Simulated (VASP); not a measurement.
Input:

```
TaO2
1.0
    4.83597     0.00000     0.00000
    0.00000     4.83597     0.00000
    0.00000     0.00000     3.11439
Ta O
2 4
Direct
  0.00000   0.00000   0.00000
  0.50000   0.50000   0.50000
  0.30496   0.30496   0.00000
  0.80496   0.19504   0.50000
  0.19504   0.80496   0.50000
  0.69504   0.69504   0.00000
```

Level of theory: PBEsol GGA, VASP's PBE PAW potentials (set 64) (plane waves; VASP 6.6.1). Numerical set-up: 400 eV cut-off, 5×5×7 Γ-centred mesh, Gaussian smearing of 0.10 eV, potentials Ta_pv O.

At this cut-off the stress carries a Pulay error, which pulls relaxed volumes low. Energy and stress use the plane-wave basis of the starting cell.

Task: The ions, cell shape and volume are relaxed. Predict the relaxed structure.

Result: 
```
TaO2
1.0
    4.92013     0.00000     0.00000
    0.00000     4.92013     0.00000
    0.00000     0.00000     2.84694
Ta O
2 4
Direct
  0.00000   0.00000   0.00000
  0.50000   0.50000   0.50000
  0.28526   0.28526   0.00000
  0.78526   0.21474   0.50000
  0.21474   0.78526   0.50000
  0.71474   0.71474   0.00000
```
Space group P4_2/mnm (136), at a tolerance of 0.03 Å.

Task: How do energy and volume change from the first to the last step?

Result: The energy (σ→0) changes by -89.7 meV/atom and the volume by -5.4 %, in 14 ionic steps.

| step | E(σ→0) (eV) | max force (eV/Å) | pressure (GPa) | volume (Å³) |
|---|---|---|---|---|
| 1 | -61.3495 | 0.900 | -12.90 | 72.83 |
| 2 | -60.9819 | 1.236 | 37.24 | 62.99 |
| 3 | -61.5523 | 1.064 | 2.78 | 69.00 |
| 4 | -61.7155 | 0.121 | 1.71 | 68.88 |
| 5 | -61.7273 | 0.207 | 1.69 | 68.84 |
| 6 | -61.8482 | 0.090 | -3.28 | 69.81 |
| 7 | -61.8619 | 0.136 | -5.19 | 70.15 |
| 8 | -61.8055 | 0.060 | 5.61 | 67.58 |
| 9 | -61.8812 | 0.120 | -1.90 | 69.31 |
| 10 | -61.8831 | 0.025 | 1.92 | 68.55 |
| 11 | -61.8872 | 0.044 | 0.22 | 68.89 |
| 12 | -61.8874 | 0.002 | -0.27 | 68.98 |
| 13 | -61.8874 | 0.015 | -0.09 | 68.95 |
| 14 | -61.8875 | 0.000 | 0.05 | 68.92 |

The structure was generated: TaO2 was put into an ordered model structure, which need not be its known phase. This run relaxes it. Symmetry was kept, so distortions that lower it aren't found. The k-mesh is coarse (spacing up to 0.32 per Å, 2π included), so the numbers may not be converged in it. The run is one of a series of settings (EDIFFG = -0.01, IBRION = 2, ISIF = 3, NSW = 50 against the base run), some of them coarse on purpose.
